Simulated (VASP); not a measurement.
```
CELL_PARAMETERS angstrom
      1.25582    -2.17515     0.00000
      1.25582     2.17515     0.00000
      0.00000     0.00000     7.66608
ATOMIC_POSITIONS crystal
  B  0.33333 0.66667 0.25000
  B  0.66667 0.33333 0.75000
  N  0.66667 0.33333 0.25000
  N  0.33333 0.66667 0.75000
```

Method: PW91 GGA, VASP's PBE PAW potentials (set 64) (plane waves; VASP). Settings: 520 eV cut-off, Gaussian smearing of 0.050 eV, potentials B N.

Without a dispersion term in the relaxation, distances and binding between the weakly bound layers, chains or molecules are unreliable, and so is what depends on them.

Problem. Estimate the band gap (along the path) with the smallest direct gap where there is one.

Solution. 
```json
{
 "band gap (along the path)": "4.48 eV",
 "smallest direct gap (along the path)": "4.66 eV"
}
```

The absolute energy has meaning only against runs of the same code, potentials and settings.

The compound is BN in the hex structure. It was relaxed first, which changed the volume by +16 %.
